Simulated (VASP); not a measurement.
OSZICAR of a VASP run on ScCd (space group Pm-3m):

File OSZICAR:
```
       N       E                     dE             d eps       ncg     rms          rms(c)
DAV:   1     0.205188558048E+03    0.20519E+03   -0.93873E+03  1082   0.104E+03
DAV:   2     0.592272865898E+00   -0.20460E+03   -0.20255E+03  1214   0.432E+02
DAV:   3    -0.951925883661E+01   -0.10112E+02   -0.99983E+01  1428   0.105E+02
DAV:   4    -0.966617333513E+01   -0.14691E+00   -0.14671E+00  1282   0.118E+01
DAV:   5    -0.966852754363E+01   -0.23542E-02   -0.23541E-02  1521   0.153E+00    0.667E+00
DAV:   6    -0.858670041903E+01    0.10818E+01   -0.33900E+00  1393   0.199E+01    0.254E+00
DAV:   7    -0.850824704207E+01    0.78453E-01   -0.37355E-01  1435   0.606E+00    0.157E+00
DAV:   8    -0.850017053909E+01    0.80765E-02   -0.41913E-02  1351   0.244E+00    0.351E-01
DAV:   9    -0.849870613861E+01    0.14644E-02   -0.32181E-02  1414   0.163E+00    0.175E-01
DAV:  10    -0.849801790661E+01    0.68823E-03   -0.69068E-03  1414   0.787E-01    0.478E-02
DAV:  11    -0.849798887657E+01    0.29030E-04   -0.21955E-04  1387   0.165E-01    0.116E-02
DAV:  12    -0.849798874386E+01    0.13271E-06   -0.22259E-06   829   0.173E-02
   1 F= -.84979887E+01 E0= -.84650475E+01  d E =-.658824E-01
```

Which electronic solver shows in the log?

It is blocked Davidson (ALGO = Normal, or the opening steps of other solvers). The INCAR had ALGO = Normal.

Can the final energy be trusted as converged?

The run converged. It stopped with EDIFF = 1E-6, NELM = 100 (PBEsol GGA, plane waves, VASP's PBE PAW potentials (set 64)).

The structure comes from a computed database's ScCd entry (Pm-3m); how it stands against other phases isn't given here. The cell was not relaxed at this level. The electron count is odd and the run is not spin-polarised, which forces a metal.
